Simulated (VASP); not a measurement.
Given:

```xyz
5
Lattice="-1.9028 1.9028 5.0138 1.9028 -1.9028 5.0138 1.9028 1.9028 -5.0138" Properties=species:S:1:pos:R:3 pbc="T T T"
Sc     0.0000     0.0000     0.0000
Si     0.0000     0.0000     6.1522
Si     0.0000     0.0000     3.8754
Cu     1.9028     0.0000     2.5069
Cu     0.0000     1.9028     2.5069
```

These are LDA (Ceperley-Alder, Perdew-Zunger), VASP's LDA PAW potentials (set 64) (plane waves; VASP 6.6.1) values and carry that method's errors. Settings: 300 eV cut-off, 9×9×9 Γ-centred mesh, Fermi-Dirac smearing of 0.14 eV, potentials Sc_sv Si Cu.

At this cut-off the stress carries a Pulay error, which pulls relaxed volumes low.

What does the run give for the energy per atom (σ→0), pressure, largest force, band gap (on the k-mesh) with the smallest direct gap where there is one?

```json
{
 "band gap (on the k-mesh)": "none (metal, semimetal or under 0.01 eV)",
 "energy per atom (σ→0)": "-6.166 eV/atom",
 "pressure": "-7.02 GPa",
 "largest_force": "0.152 eV/Å"
}
```

Only differences to runs with the same potentials and settings are physical.

The structure comes from a computed database's Cu2ScSi2 entry (I4/mmm); how it stands against other phases isn't given here. The cell was not relaxed at this level. The electron count is odd and the run is not spin-polarised, which forces a metal.
